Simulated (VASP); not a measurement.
Here is the system:

```
CELL_PARAMETERS angstrom
      0.00000     2.30671     2.30671
      2.30671     0.00000     2.30671
      2.30671     2.30671     0.00000
ATOMIC_POSITIONS crystal
  Hf 0.00000 0.00000 0.00000
  C  0.50000 0.50000 0.50000
```

All values below come from MS2 meta-GGA, VASP's PBE PAW potentials (set 64) (plane waves; VASP 6.6.1). Numerical set-up: 520 eV cut-off, 15×15×15 Γ-centred mesh, tetrahedra with Blöchl corrections, potentials Hf_pv C.

Q: Give the energies of bands 5 to 10 at the high-symmetry points, in eV from the Fermi level.

A: 
```csv
band,Γ,X,U,L,W
5,1.02,-2.68,-3.67,-6.43,-3.16
6,1.02,-1.85,-2.83,-3.16,-2.82
7,1.02,-0.11,-1.74,-3.16,-2.82
8,1.44,-0.11,1.64,5.52,3.85
9,1.44,5.67,5.97,5.52,3.85
10,1.44,6.95,6.45,6.06,6.97
```

It has no gap at this level: it comes out as a metal or semimetal.

The compound is HfC in the rock salt structure. It was relaxed first.
